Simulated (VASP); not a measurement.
Data:

```yaml
crystal:
  lattice:
    - [7.24888, 0.00000, 0.00000]
    - [0.00000, 7.24888, 0.00000]
    - [0.00000, 0.00000, 7.24888]
  atoms:
    - { symbol: B, position: [0.50002, 0.99949, 0.99943] }
    - { symbol: B, position: [0.75008, 0.24942, 0.99910] }
    - { symbol: B, position: [0.75003, 0.99910, 0.24944] }
    - { symbol: B, position: [0.00000, 0.99944, 0.99941] }
    - { symbol: B, position: [0.24997, 0.24941, 0.99986] }
    - { symbol: B, position: [0.50003, 0.49947, 0.99944] }
    - { symbol: B, position: [0.75004, 0.74946, 0.99988] }
    - { symbol: B, position: [0.24992, 0.99992, 0.24932] }
    - { symbol: B, position: [0.49959, 0.25095, 0.25091] }
    - { symbol: B, position: [0.74851, 0.49983, 0.25092] }
    - { symbol: B, position: [0.50002, 0.99945, 0.49945] }
    - { symbol: B, position: [0.74853, 0.25089, 0.49988] }
    - { symbol: B, position: [0.75007, 0.99983, 0.74948] }
    - { symbol: B, position: [0.00000, 0.49947, 0.99943] }
    - { symbol: B, position: [0.24997, 0.74950, 0.99896] }
    - { symbol: B, position: [0.00039, 0.24946, 0.24941] }
    - { symbol: B, position: [0.25138, 0.49911, 0.25080] }
    - { symbol: B, position: [0.50037, 0.74808, 0.25084] }
    - { symbol: B, position: [0.99997, 0.99947, 0.49942] }
    - { symbol: B, position: [0.25144, 0.25088, 0.49900] }
    - { symbol: B, position: [0.74859, 0.74800, 0.49904] }
    - { symbol: B, position: [0.25000, 0.99903, 0.74947] }
    - { symbol: B, position: [0.50042, 0.25086, 0.74803] }
    - { symbol: B, position: [0.74860, 0.49905, 0.74803] }
    - { symbol: B, position: [0.99956, 0.74954, 0.24936] }
    - { symbol: B, position: [0.00001, 0.49947, 0.49945] }
    - { symbol: B, position: [0.25139, 0.74806, 0.49976] }
    - { symbol: B, position: [0.99965, 0.24942, 0.74953] }
    - { symbol: B, position: [0.25152, 0.49978, 0.74792] }
    - { symbol: B, position: [0.49963, 0.74798, 0.74797] }
    - { symbol: B, position: [0.00045, 0.74948, 0.74947] }
    - { symbol: N, position: [0.62587, 0.12323, 0.12323] }
    - { symbol: N, position: [0.87627, 0.37359, 0.12322] }
    - { symbol: N, position: [0.87627, 0.12324, 0.37360] }
    - { symbol: N, position: [0.12494, 0.12445, 0.12441] }
    - { symbol: N, position: [0.37509, 0.37460, 0.12462] }
    - { symbol: N, position: [0.62487, 0.62435, 0.12467] }
    - { symbol: N, position: [0.87501, 0.87453, 0.12441] }
    - { symbol: N, position: [0.37509, 0.12464, 0.37453] }
    - { symbol: N, position: [0.63652, 0.36291, 0.36299] }
    - { symbol: N, position: [0.87481, 0.62434, 0.37455] }
    - { symbol: N, position: [0.62491, 0.12461, 0.62438] }
    - { symbol: N, position: [0.87484, 0.37457, 0.62434] }
    - { symbol: N, position: [0.87507, 0.12442, 0.87450] }
    - { symbol: N, position: [0.12369, 0.62537, 0.12310] }
    - { symbol: N, position: [0.37410, 0.87577, 0.12309] }
    - { symbol: N, position: [0.12520, 0.37460, 0.37455] }
    - { symbol: N, position: [0.36330, 0.63618, 0.36269] }
    - { symbol: N, position: [0.62488, 0.87427, 0.37456] }
    - { symbol: N, position: [0.12375, 0.12318, 0.62531] }
    - { symbol: N, position: [0.36349, 0.36277, 0.63598] }
    - { symbol: N, position: [0.63665, 0.63601, 0.63602] }
    - { symbol: N, position: [0.87630, 0.87570, 0.62530] }
    - { symbol: N, position: [0.37414, 0.12317, 0.87571] }
    - { symbol: N, position: [0.62493, 0.37456, 0.87427] }
    - { symbol: N, position: [0.87628, 0.62532, 0.87570] }
    - { symbol: N, position: [0.12369, 0.87581, 0.37352] }
    - { symbol: N, position: [0.12523, 0.62432, 0.62429] }
    - { symbol: N, position: [0.37513, 0.87423, 0.62429] }
    - { symbol: N, position: [0.12378, 0.37358, 0.87571] }
    - { symbol: N, position: [0.37517, 0.62431, 0.87417] }
    - { symbol: N, position: [0.62589, 0.87571, 0.87574] }
    - { symbol: N, position: [0.12499, 0.87450, 0.87444] }
```

These are HSE06 screened hybrid, VASP's PBE PAW potentials (set 64) (plane waves; VASP 6.6.1) values and carry that method's errors. Settings: PREC = Normal, LREAL = Auto, ISYM = 0, EDIFF = 1E-5, 400 eV cut-off, 1×1×1 Γ-centred mesh, Gaussian smearing of 0.050 eV, potentials B N. Starting moments (MAGMOM): 63*0.0476. The cell's moment is fixed (NUPDOWN = 3).

The supercell is sampled at Γ alone, which is coarse: total energies, pressure and levels can be off, energies of defects by several tenths of an eV.

Predict the cell moment, energy per atom (σ→0).

```json
{
  "cell_moment": "3.00 μB",
  "energy per atom (σ→0)": "-10.081 eV/atom"
}
```

Give the moment on each site (PAW-sphere projection).

| site | moment (μB) |
|---|---|
| B1 | 0.01 |
| B2 | 0.00 |
| B3 | 0.00 |
| B4 | 0.00 |
| B5 | 0.00 |
| B6 | 0.00 |
| B7 | 0.00 |
| B8 | 0.00 |
| B9 | -0.01 |
| B10 | -0.01 |
| B11 | 0.00 |
| B12 | -0.01 |
| B13 | 0.00 |
| B14 | 0.01 |
| B15 | 0.00 |
| B16 | 0.00 |
| B17 | -0.01 |
| B18 | -0.01 |
| B19 | 0.01 |
| B20 | -0.01 |
| B21 | -0.01 |
| B22 | 0.00 |
| B23 | -0.01 |
| B24 | -0.01 |
| B25 | 0.00 |
| B26 | 0.00 |
| B27 | -0.01 |
| B28 | 0.00 |
| B29 | -0.01 |
| B30 | -0.01 |
| B31 | 0.00 |
| N32 | 0.04 |
| N33 | 0.04 |
| N34 | 0.04 |
| N35 | 0.01 |
| N36 | 0.01 |
| N37 | 0.01 |
| N38 | 0.01 |
| N39 | 0.01 |
| N40 | 0.45 |
| N41 | 0.01 |
| N42 | 0.01 |
| N43 | 0.01 |
| N44 | 0.01 |
| N45 | 0.04 |
| N46 | 0.04 |
| N47 | 0.01 |
| N48 | 0.45 |
| N49 | 0.01 |
| N50 | 0.04 |
| N51 | 0.45 |
| N52 | 0.45 |
| N53 | 0.04 |
| N54 | 0.04 |
| N55 | 0.01 |
| N56 | 0.04 |
| N57 | 0.04 |
| N58 | 0.01 |
| N59 | 0.01 |
| N60 | 0.04 |
| N61 | 0.01 |
| N62 | 0.04 |
| N63 | 0.01 |

Total energies compare only between runs with the same potentials, cut-off and functional.

The cell is a supercell with a defect, built from BN (zinc blende): vac_B. The cell's shape comes from a PBE relaxation.
